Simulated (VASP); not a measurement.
Level of theory: PBE GGA, VASP's PBE PAW potentials (set 64) (plane waves; VASP).

Input for VASP

**POSCAR**
```
ReW52
1.0
  9.5173488694   0.0000000000   0.0000000000
  0.0000000000   9.5173488694   0.0000000000
  0.0000000000   0.0000000000   9.5173488694
W Re
52 1
Cartesian
  0.0224894954   0.0282189394   0.0222420443
  3.1743118511  -0.0161033543  -0.0294276427
  6.3407147852  -0.0058817216   0.0013704982
 -0.0013038768   3.1757870401   0.0026172709
  0.0157131430   0.0127913169   3.1796606011
  1.5817738647   1.5735223233   1.6147705133
  3.1624341997   3.1555150870  -0.0261536747
  3.2015314688  -0.0224133566   3.1617394332
  4.7328253152   1.5696487623   1.5798132909
  6.3687624123   3.1631384835   0.0291992263
  6.3165121670  -0.0089367906   3.1652798870
  7.9470338927   1.6126576618   1.5753591716
 -0.0040639080   6.3310546761   0.0181305496
  0.0083276803   3.1464736056   3.1786898315
  1.6040254264   4.7304840473   1.5835440916
  3.1899298206   6.3743300614   0.0050537122
 -0.0277716240  -0.0032263813   6.3261151720
  1.5938799325   1.5690777214   4.7376506110
  4.7851612166   4.7853801156   1.5786807264
  6.3506699321   6.3546577013   0.0006376624
  3.1706952585  -0.0295799203   6.3188724696
  4.7547437696   1.5820974546   4.7397539451
  6.3466916803   3.1784138284   3.1857612218
  7.9194621330   4.7529164386   1.6056719278
  6.3501464779   0.0124391750   6.3455400811
  7.9510026272   1.5995142030   4.7807356494
 -0.0178640638   6.3327677989   3.1709902963
  1.5858377727   7.9376117173   1.6054339940
  0.0016655361   3.1989046805   6.3583504327
  1.5668696964   4.7658885851   4.7624242702
  3.1883118712   6.3633660755   3.1603213482
  4.7368892231   7.9392772534   1.5566099943
  1.6036066631   1.5863517096   7.9610719823
  3.2016076076   3.1560099892   6.3659833465
  6.3637467695   6.3290084461   3.1818971781
  7.9598632790   7.9450733188   1.5618635709
  4.7587125041   1.5839533376   7.9010460630
  6.3743490961   3.1951929145   6.3278663642
  7.9374689571   4.7569803466   4.7501849595
  7.9328911123   1.5901300971   7.9512120088
 -0.0263345043   6.3513075945   6.3451213177
  1.5657656839   7.9097639545   4.7669735629
  1.6092885203   4.7305316341   7.9267904916
  3.1952119492   6.3434843337   6.3369268804
  4.7430564652   7.9039107850   4.7391067654
  4.7620911629   4.7604827310   7.9337857431
  6.3327963510   6.3669065293   6.3658025168
  7.9290556207   7.9462629874   4.7757580759
  7.9231834164   4.7392400083   7.9162357518
  1.5703911155   7.9246110188   7.9014362743
  4.7454738718   7.9333574624   7.9264859365
  7.9330433899   7.9455872557   7.9571032478
  4.7608539076   4.7346050594   4.7725983161
```

INCAR:
```
NELMIN  =  4
ISYM  =  0
SIGMA  =  0.1
ISMEAR  =  1   # Methfessel-Paxton
EDIFFG  =  -0.03   # ionic stop
GGA  =  PE   # PBE
EDIFF  =  1E-5
ALGO  =  Fast
LREAL  =  Auto   # projection in real space or not
LWAVE  =  .FALSE.
SYSTEM  =  ReW52
LCHARG  =  .FALSE.
PREC  =  Normal
LMAXMIX  =  6
IBRION  =  2
ISIF  =  2
NELM  =  100   # most electronic steps
NSW  =  60   # most ionic steps
LASPH  =  .TRUE.   # aspherical one-centre terms
ENCUT  =  400   # plane-wave cut-off (eV)
```

KPOINTS:
```
Automatic mesh
0
Monkhorst-Pack
2 2 2
0 0 0
```

POTCAR, in this order: W Re (PBE.64 set). Program: vasp_std.

The resulting files:

**OSZICAR**
```
...
DAV:   2    -0.519642505609E+03   -0.14325E+04   -0.13566E+04  2376   0.335E+02
DAV:   3    -0.708178826460E+03   -0.18854E+03   -0.18047E+03  2848   0.788E+01
DAV:   4    -0.720234648538E+03   -0.12056E+02   -0.11504E+02  2384   0.195E+01
DAV:   5    -0.721822710894E+03   -0.15881E+01   -0.15208E+01  2448   0.642E+00    0.147E+02
RMM:   6    -0.695295620844E+03    0.26527E+02   -0.22774E+01  2175   0.162E+01    0.647E+01
RMM:   7    -0.684772715869E+03    0.10523E+02   -0.33991E+01  2166   0.113E+01    0.662E+00
RMM:   8    -0.684838928058E+03   -0.66212E-01   -0.68273E+00  2196   0.837E+00    0.111E+01
RMM:   9    -0.685038965878E+03   -0.20004E+00   -0.32869E+00  2472   0.326E+00    0.189E+00
RMM:  10    -0.685022420199E+03    0.16546E-01   -0.44588E-01  2234   0.197E+00    0.423E+00
RMM:  11    -0.685029859765E+03   -0.74396E-02   -0.25470E-01  2264   0.991E-01    0.160E+00
RMM:  12    -0.685038052008E+03   -0.81922E-02   -0.94675E-02  2616   0.407E-01    0.667E-01
RMM:  13    -0.685039610106E+03   -0.15581E-02   -0.30015E-02  2472   0.217E-01    0.630E-01
RMM:  14    -0.685040223224E+03   -0.61312E-03   -0.89912E-03  2626   0.114E-01    0.599E-01
RMM:  15    -0.685040472764E+03   -0.24954E-03   -0.47081E-03  2239   0.886E-02    0.301E-01
RMM:  16    -0.685040655366E+03   -0.18260E-03   -0.20288E-03  2284   0.480E-02    0.244E-01
RMM:  17    -0.685040755122E+03   -0.99756E-04   -0.99363E-04  1448   0.605E-02    0.176E-01
RMM:  18    -0.685040794466E+03   -0.39344E-04   -0.45979E-04  1095   0.699E-02    0.137E-01
RMM:  19    -0.685040823209E+03   -0.28743E-04   -0.29047E-04  1077   0.808E-02    0.906E-02
RMM:  20    -0.685040837809E+03   -0.14600E-04   -0.14126E-04  1101   0.929E-02    0.890E-02
RMM:  21    -0.685040849546E+03   -0.11737E-04   -0.11047E-04  1145   0.996E-02    0.708E-02
RMM:  22    -0.685040857383E+03   -0.78365E-05   -0.74054E-05  1120   0.854E-02
   1 F= -.68504086E+03 E0= -.68503964E+03  d E =-.685041E+03
       N       E                     dE             d eps       ncg     rms          rms(c)
DAV:   1    -0.685042993817E+03   -0.21443E-02   -0.14205E+02  1528   0.230E+01    0.301E+00
RMM:   2    -0.685468173754E+03   -0.42518E+00   -0.51274E+00  2176   0.641E+00    0.222E+00
RMM:   3    -0.685580737838E+03   -0.11256E+00   -0.13260E+00  2425   0.187E+00    0.146E+00
RMM:   4    -0.685600491052E+03   -0.19753E-01   -0.38515E-01  2611   0.903E-01    0.861E-01
RMM:   5    -0.685603150772E+03   -0.26597E-02   -0.85460E-02  2438   0.512E-01    0.335E-01
RMM:   6    -0.685604945125E+03   -0.17944E-02   -0.27795E-02  2448   0.332E-01    0.184E-01
RMM:   7    -0.685606113450E+03   -0.11683E-02   -0.13051E-02  2698   0.143E-01    0.100E-01
RMM:   8    -0.685606280145E+03   -0.16670E-03   -0.30847E-03  2310   0.680E-02    0.450E-02
RMM:   9    -0.685606389677E+03   -0.10953E-03   -0.12577E-03  1790   0.523E-02    0.472E-02
RMM:  10    -0.685606449087E+03   -0.59409E-04   -0.59836E-04  1282   0.596E-02    0.417E-02
RMM:  11    -0.685606471116E+03   -0.22030E-04   -0.22842E-04  1131   0.776E-02    0.541E-02
RMM:  12    -0.685606482289E+03   -0.11172E-04   -0.11679E-04  1050   0.964E-02    0.613E-02
RMM:  13    -0.685606491136E+03   -0.88473E-05   -0.87622E-05  1290   0.112E-01
   2 F= -.68560649E+03 E0= -.68560006E+03  d E =-.565634E+00
       N       E                     dE             d eps       ncg     rms          rms(c)
DAV:   1    -0.685606511938E+03   -0.29649E-04   -0.14934E-03  2424   0.122E-01    0.809E-03
RMM:   2    -0.685606513737E+03   -0.17989E-05   -0.33406E-05  1134   0.125E-02    0.174E-02
RMM:   3    -0.685606514000E+03   -0.26345E-06   -0.29232E-06   919   0.280E-02    0.191E-02
RMM:   4    -0.685606513609E+03    0.39122E-06    0.25176E-06   882   0.387E-02
   3 F= -.68560651E+03 E0= -.68560010E+03  d E =-.565656E+00
       N       E                     dE             d eps       ncg     rms          rms(c)
DAV:   1    -0.685611185687E+03   -0.46717E-02   -0.94466E+00  1744   0.603E+00    0.612E-01
RMM:   2    -0.685640754865E+03   -0.29569E-01   -0.33406E-01  2161   0.158E+00    0.542E-01
RMM:   3    -0.685647579582E+03   -0.68247E-02   -0.81856E-02  2397   0.476E-01    0.384E-01
RMM:   4    -0.685648518024E+03   -0.93844E-03   -0.23766E-02  2571   0.236E-01    0.221E-01
RMM:   5    -0.685648731171E+03   -0.21315E-03   -0.53713E-03  2381   0.147E-01    0.942E-02
RMM:   6    -0.685648870737E+03   -0.13957E-03   -0.19340E-03  2532   0.848E-02    0.440E-02
RMM:   7    -0.685648903128E+03   -0.32391E-04   -0.58490E-04  1868   0.368E-02    0.326E-02
RMM:   8    -0.685648908262E+03   -0.51335E-05   -0.12225E-04  1170   0.614E-02    0.214E-02
RMM:   9    -0.685648908461E+03   -0.19940E-06   -0.50870E-05  1079   0.651E-02
   4 F= -.68564891E+03 E0= -.68564249E+03  d E =-.423949E-01
       N       E                     dE             d eps       ncg     rms          rms(c)
DAV:   1    -0.685648735332E+03    0.17293E-03   -0.32443E-01  1808   0.112E+00    0.101E-01
RMM:   2    -0.685649763125E+03   -0.10278E-02   -0.11626E-02  2157   0.286E-01    0.102E-01
RMM:   3    -0.685650050846E+03   -0.28772E-03   -0.32944E-03  2431   0.938E-02    0.776E-02
RMM:   4    -0.685650083378E+03   -0.32532E-04   -0.88264E-04  2426   0.455E-02    0.447E-02
RMM:   5    -0.685650079048E+03    0.43301E-05   -0.12584E-04  1285   0.504E-02    0.187E-02
RMM:   6    -0.685650082706E+03   -0.36580E-05   -0.45049E-05  1042   0.741E-02
   5 F= -.68565008E+03 E0= -.68564368E+03  d E =-.435691E-01
       N       E                     dE             d eps       ncg     rms          rms(c)
DAV:   1    -0.685651042861E+03   -0.96381E-03   -0.12154E+00  1744   0.218E+00    0.200E-01
RMM:   2    -0.685654528321E+03   -0.34855E-02   -0.40398E-02  2152   0.528E-01    0.186E-01
RMM:   3    -0.685655402791E+03   -0.87447E-03   -0.10444E-02  2418   0.172E-01    0.127E-01
RMM:   4    -0.685655500152E+03   -0.97362E-04   -0.28455E-03  2517   0.782E-02    0.612E-02
RMM:   5    -0.685655535942E+03   -0.35790E-04   -0.66324E-04  2404   0.488E-02    0.239E-02
RMM:   6    -0.685655543240E+03   -0.72977E-05   -0.12442E-04  1268   0.463E-02    0.249E-02
RMM:   7    -0.685655547892E+03   -0.46521E-05   -0.55071E-05  1147   0.633E-02
   6 F= -.68565555E+03 E0= -.68564952E+03  d E =-.546519E-02
       N       E                     dE             d eps       ncg     rms          rms(c)
DAV:   1    -0.685655714807E+03   -0.17157E-03   -0.60333E-02  2184   0.488E-01    0.403E-02
RMM:   2    -0.685655807962E+03   -0.93156E-04   -0.12867E-03  2175   0.836E-02    0.480E-02
RMM:   3    -0.685655851660E+03   -0.43698E-04   -0.49436E-04  2460   0.324E-02    0.335E-02
RMM:   4    -0.685655851192E+03    0.46866E-06   -0.89334E-05  1501   0.291E-02
   7 F= -.68565585E+03 E0= -.68564992E+03  d E =-.576849E-02
       N       E                     dE             d eps       ncg     rms          rms(c)
DAV:   1    -0.685655872797E+03   -0.21136E-04   -0.71744E-03  2356   0.183E-01    0.143E-02
RMM:   2    -0.685655880017E+03   -0.72204E-05   -0.13951E-04  2220   0.241E-02    0.219E-02
RMM:   3    -0.685655882649E+03   -0.26321E-05   -0.33082E-05  1130   0.154E-02    0.128E-02
RMM:   4    -0.685655882277E+03    0.37267E-06   -0.24471E-06   911   0.295E-02
   8 F= -.68565588E+03 E0= -.68564998E+03  d E =-.579957E-02
       N       E                     dE             d eps       ncg     rms          rms(c)
DAV:   1    -0.685656237039E+03   -0.35439E-03   -0.31028E-01  1744   0.110E+00    0.896E-02
RMM:   2    -0.685657105390E+03   -0.86835E-03   -0.97238E-03  2158   0.262E-01    0.721E-02
RMM:   3    -0.685657275792E+03   -0.17040E-03   -0.22919E-03  2419   0.858E-02    0.497E-02
RMM:   4    -0.685657291766E+03   -0.15974E-04   -0.61117E-04  2233   0.414E-02    0.231E-02
RMM:   5    -0.685657292328E+03   -0.56159E-06   -0.65277E-05  1143   0.540E-02
   9 F= -.68565729E+03 E0= -.68565137E+03  d E =-.141005E-02
```

**OUTCAR**
```
------------------------ aborting loop because EDIFF is reached ----------------------------------------
  FORCE on cell =-STRESS in cart. coord.  units (eV):
  Direction    XX          YY          ZZ          XY          YZ          ZX
  --------------------------------------------------------------------------------------
  Total      -11.3334297    -11.3412933    -11.3430383     -0.2656799     -0.2726214     -0.2950317
  in kB      -21.0631814    -21.0777959    -21.0810391     -0.4937661     -0.5066668     -0.5483164
  external PRESSURE =     -21.0740055 kB  Pullay stress =       0.0000000 kB
  volume of cell :      862.08
      direct lattice vectors                 reciprocal lattice vectors
     9.517348869  0.000000000  0.000000000     0.105071277  0.000000000  0.000000000
     0.000000000  9.517348869  0.000000000     0.000000000  0.105071277  0.000000000
     0.000000000  0.000000000  9.517348869     0.000000000  0.000000000  0.105071277
 POSITION                                       TOTAL-FORCE (eV/Angst)
 -----------------------------------------------------------------------------------
      0.00530      0.00160      0.00362        -0.005754     -0.009588     -0.009888
      3.17505      0.00422      0.00492        -0.001563      0.003809      0.002172
      6.34378      0.00310      0.00089         0.008205     -0.017062      0.001534
      0.01162      3.17169      0.00932        -0.012337     -0.008592     -0.012599
      0.00975      0.00563      3.17330        -0.008181     -0.006973     -0.003815
      1.61223      1.60548      1.60825        -0.003050      0.009773      0.005288
      3.17521      3.16944      0.02510        -0.003295      0.005161      0.012849
      3.17318      0.02249      3.16992         0.003758      0.022195      0.006799
      4.74215      1.61102      1.61121        -0.011070     -0.000311      0.004012
      6.34025      3.17345      0.01040        -0.010245     -0.014728     -0.008101
      6.33746      0.00897      3.17190         0.001537     -0.006170      0.000314
      7.93375      1.58613      1.58804        -0.007037     -0.009544     -0.009638
      0.00506      6.34122      0.00349        -0.007163      0.001254     -0.007953
      0.02844      3.17012      3.17354         0.007026      0.002374     -0.003864
      1.61657      4.73630      1.61364        -0.007745     -0.000509     -0.007160
      3.17582      6.33277      0.00735        -0.005672      0.011447     -0.003160
      0.00325      0.00108      6.34296        -0.003117     -0.010964     -0.006053
      1.61423      1.60923      4.73879         0.004626      0.011247      0.002452
      4.73473      4.72882      1.60862        -0.005468      0.009223      0.009899
      6.34377      6.34136      9.51585         0.003694     -0.005995      0.004111
      3.17391      0.00606      6.33319         0.005754      0.000011      0.011538
      4.73224      1.60862      4.72897         0.003015      0.003571      0.000020
      6.31032      3.18012      3.18084        -0.008550     -0.007384     -0.004645
      7.93179      4.75886      1.59198        -0.006567     -0.002460     -0.015562
      6.34168      9.51688      6.33934         0.007418     -0.007527      0.005521
      7.92920      1.58974      4.76060         0.003855     -0.013374     -0.007199
      0.01103      6.33449      3.17446        -0.002882      0.002159     -0.011258
      1.58888      7.92600      1.58487        -0.008301      0.009287      0.000581
      0.01205      3.17177      6.33873        -0.005218     -0.005532     -0.010399
      1.61214      4.72770      4.73195         0.002508      0.007802     -0.005116
      3.18252      6.30359      3.17933         0.001966      0.006368      0.000942
      4.76012      7.92504      1.58536         0.008363      0.006165      0.010816
      1.58957      1.58282      7.92950        -0.003570      0.003411      0.002255
      3.18337      3.17780      6.30618        -0.005372      0.006646      0.001525
      6.33752      6.33467      3.16966        -0.000059     -0.005176      0.009425
      7.93365      7.93248      1.58674         0.009343     -0.003805     -0.009589
      4.76143      1.58775      7.92532        -0.000177     -0.003443      0.006466
      6.33775      3.17024      6.33525         0.005763      0.002544      0.006102
      7.93652      4.75920      4.76215         0.001642      0.000242     -0.006132
      7.93524      1.58660      7.93422        -0.001308     -0.008966     -0.006609
      0.00003      6.33945      6.34283         0.002899      0.006350     -0.008272
      1.58892      7.92336      4.75734         0.003909      0.010877      0.007747
      1.59236      4.75562      7.92805        -0.000990      0.006969     -0.001802
      3.17160      6.33272      6.33415         0.012560      0.000485      0.003051
      4.75969      7.93122      4.75592         0.012181      0.009141      0.013818
      4.76351      4.75769      7.93258        -0.002262      0.001953      0.007773
      6.33510      6.33332      6.33349         0.008044      0.004304      0.004866
      7.92969      7.93010      4.75971         0.013053     -0.002887     -0.002558
      7.93392      4.76007      7.93341        -0.007711     -0.015880     -0.016169
      1.58667      7.92921      7.93060         0.009611      0.003433      0.007118
      4.76107      7.92810      7.92636        -0.005780      0.005258      0.009297
      7.93459      7.93575      7.93472         0.009914     -0.019164     -0.004735
      4.75382      4.74876      4.74910        -0.000202      0.012578      0.023986
 -----------------------------------------------------------------------------------
    total drift:                                0.155518     -0.055421      0.006733
  FREE ENERGIE OF THE ION-ELECTRON SYSTEM (eV)
  ---------------------------------------------------
  free  energy   TOTEN  =      -685.6572923275 eV

  energy  without entropy=     -685.6395146206  energy(sigma->0) =     -685.65136643

 reached required accuracy - stopping structural energy minimisation
```
(Selected blocks of OUTCAR.)

### CONTCAR
```
ReW52
   1.00000000000000
     9.5173488693999992    0.0000000000000000    0.0000000000000000
     0.0000000000000000    9.5173488693999992    0.0000000000000000
     0.0000000000000000    0.0000000000000000    9.5173488693999992
  W               Re
    52     1
Direct
     0.0005565774213884    0.0001686178940795    0.0003806532604811
     0.3336063281879679    0.0004433661621721    0.0005168636321874
     0.6665490957205328    0.0003255431514430    0.0000932314654091
     0.0012209818363516    0.3332531070093954    0.0009797882618739
     0.0010248372569057    0.0005911020206974    0.3334231133823419
     0.1693989923171405    0.1686895776288171    0.1689804012017671
     0.3336235764368613    0.3330172906215296    0.0026375643228000
     0.3334096201689213    0.0023631199134518    0.3330673354737119
     0.4982637375410519    0.1692717236024611    0.1692916884695042
     0.6661784658907240    0.3334380022004349    0.0010924765388237
     0.6658847998268407    0.0009425994858703    0.3332750688470490
     0.8336090983025138    0.1666562661545510    0.1668577213328057
     0.0005319796019128    0.6662803805390092    0.0003670956891032
     0.0029883904001072    0.3330882444998049    0.3334482597023664
     0.1698547646192684    0.4976493613362209    0.1695468880951964
     0.3336875296689248    0.6653924985967422    0.0007726720455721
     0.0003411699402304    0.0001129847444949    0.6664632667013227
     0.1696092406984435    0.1690833623419906    0.4979110823572315
     0.4974841773424298    0.4968635220229253    0.1690200993825703
     0.6665480166486819    0.6662945433889829    0.9998426535303279
     0.3334864230645700    0.0006371374034182    0.6654363270260285
     0.4972225911128688    0.1690196133862635    0.4968787628019289
     0.6630334690614328    0.3341392639221168    0.3342152362645649
     0.8334035292373032    0.5000194559553848    0.1672716018543624
     0.6663288308894717    0.9999509865459872    0.6660820539249456
     0.8331310210958569    0.1670358233501724    0.5002019347527885
     0.0011594026872209    0.6655731428720238    0.3335448355025507
     0.1669461563264659    0.8327951921603791    0.1665246802513729
     0.0012660554182947    0.3332616204590980    0.6660183302867363
     0.1693899682579698    0.4967457435557129    0.4971916903273836
     0.3343910608174541    0.6623260107668948    0.3340563092461256
     0.5001523972531403    0.8326936098819006    0.1665754253567829
     0.1670180697301645    0.1663087496465897    0.8331629184414859
     0.3344811211078669    0.3338950655589161    0.6625986534349988
     0.6658916559172573    0.6655917427675373    0.3330404287172223
     0.8335990462128148    0.8334753068166743    0.1667209750818151
     0.5002897826761951    0.1668268190186395    0.8327232613717684
     0.6659151131689043    0.3331011028437663    0.6656529626888107
     0.8339002452057802    0.5000555301479879    0.5003649619718998
     0.8337662882101010    0.1667064588176834    0.8336588532341080
     0.0000034201587793    0.6660940769232744    0.6664493730621068
     0.1669502732378741    0.8325180018018565    0.4998600110886409
     0.1673114936775768    0.4996787737808726    0.8330099824209095
     0.3332440158791441    0.6653870970926561    0.6655373902133713
     0.5001070031249513    0.8333436220321679    0.4997104400222510
     0.5005082000984781    0.4998962749020521    0.8334858753959848
     0.6656366077811185    0.6654500592371104    0.6654675170758187
     0.8331824392025672    0.8332252938659868    0.5001092970039983
     0.8336275845927156    0.5001468764721609    0.8335738067958194
     0.1667130095771100    0.8331325305808737    0.8332785013951259
     0.5002519702218933    0.8330153809807667    0.8328325327168562
     0.8336978391319263    0.8338192394077293    0.8337116448092359
     0.4994895360375137    0.4989581837302651    0.4989945017697904
```

The cell is a supercell with a defect, built from W (bcc): Re into a W vacancy. The run is not spin-polarised, so no state with unpaired spins was tried.
